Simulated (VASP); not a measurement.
Input for VASP

File KPOINTS:
```
Automatic
0
gamma
 4 4 4
0 0 0
```

### POSCAR
```
Y2Ni2Sn
1
   -2.1357400000     2.7978350000     4.1464200000
    2.1357400000    -2.7978350000     4.1464200000
    2.1357400000     2.7978350000    -4.1464200000
Y Ni Sn
2 2 1
Direct
  0.7032200000   0.2032200000   0.5000000000
  0.2967800000   0.7967800000   0.5000000000
  0.7118000000   0.5000000000   0.2118000000
  0.2882000000   0.5000000000   0.7882000000
  0.0000000000   0.0000000000   0.0000000000
```

### INCAR
```
SYSTEM=Y2Ni2Sn
PREC=Accurate; ENCUT=300; LREAL=.False.
LASPH=.True.
EDIFF=1E-6; NELM=100; ALGO=Normal
LMAXMIX=4
ISMEAR=-1; SIGMA=0.136
GGA=PS
ISIF=2
LWAVE=.False.; LCHARG=.False.
```

POTCAR, in this order: Y_sv Ni Sn_d (PBE.64 set). Program: vasp_std.

Task: Translate this PBEsol calculation to Ansatz.

Result: One equivalent input (not run):
Ansatz 0.2 input:
```yaml
crystal:
  lattice:
    - [-2.1357400, 2.7978350, 4.1464200]
    - [2.1357400, -2.7978350, 4.1464200]
    - [2.1357400, 2.7978350, -4.1464200]
  atoms:
    - { symbol: Y, position: [0.7032200, 0.2032200, 0.5000000] }
    - { symbol: Y, position: [0.2967800, 0.7967800, 0.5000000] }
    - { symbol: Ni, position: [0.7118000, 0.5000000, 0.2118000] }
    - { symbol: Ni, position: [0.2882000, 0.5000000, 0.7882000] }
    - { symbol: Sn, position: [0.0000000, 0.0000000, 0.0000000] }
kpoints:
  mp_grid: { grid: [4, 4, 4] }
hamiltonian:
  xc: pbesol
  pseudopotentials: { kind: paw }
scf:
  occupations: { method: fermi_dirac, width: 0.136 }
  max_iter: 100
output: { forces: true, stress: true, eigenvalues: true }
```
The two are equivalent in intent, not identical: each code has its own PAW files, so the cut-off isn't converted (ENCUT is set for VASP's; basis.ecutwfc is left out, and Ansatz then takes the one that its files recommend); Ansatz stops its SCF on the density residual and VASP on the energy change (EDIFF).

The structure comes from a computed database's Y2Ni2Sn entry (Immm); how it stands against other phases isn't given here. The cell was not relaxed at this level. The k-mesh is coarse (spacing up to 0.46 per Å, 2π included), so the numbers may not be converged in it. The run is one of a series of settings (KPOINTS 4×4×4 Γ-centred mesh against the base run), some of them coarse on purpose.
